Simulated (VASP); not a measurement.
Runs of VASP 6.6.1 on F6S. The cell holds a molecule in a box, 7 atoms: a = 13.230 Å, b = 13.730 Å, c = 14.230 Å, α = 90.00°, β = 90.00°, γ = 90.00°. 

```csv
task,level,cell,atoms held fixed (from 0),gap on the mesh (eV),largest force (eV/Å)
single point,r2SCAN+rVV10,"P1, 369.3 Å³/atom",-,7.40,0.71
single point,RPBE,"P1, 369.3 Å³/atom",-,6.62,(b)
single point,RPBE+D3(BJ),"P1, 369.3 Å³/atom",-,6.62,0.35
single point,PBE,"P1, 369.3 Å³/atom",-,6.56,(a)
relaxation of the atoms,PBE+D3(BJ),atoms relaxed,[0],6.56,-
```

Alike in all rows: potentials or basis VASP PAW PBE potentials, release 64 (F, S); no spin polarisation; k mesh 1 × 1 × 1; cutoff (eV) 400; smearing gaussian 0.01 eV.

Q: Fill in the values left out.

A: (a) 0.11; (b) 0.42.

Caveats: the cutoff is under 1.25 times the usual one of these potentials, so pressure, stress and relaxed cells hold a basis-set (Pulay) error; the PAW data sets were made with another functional, which shifts forces and pressure a little (some runs).

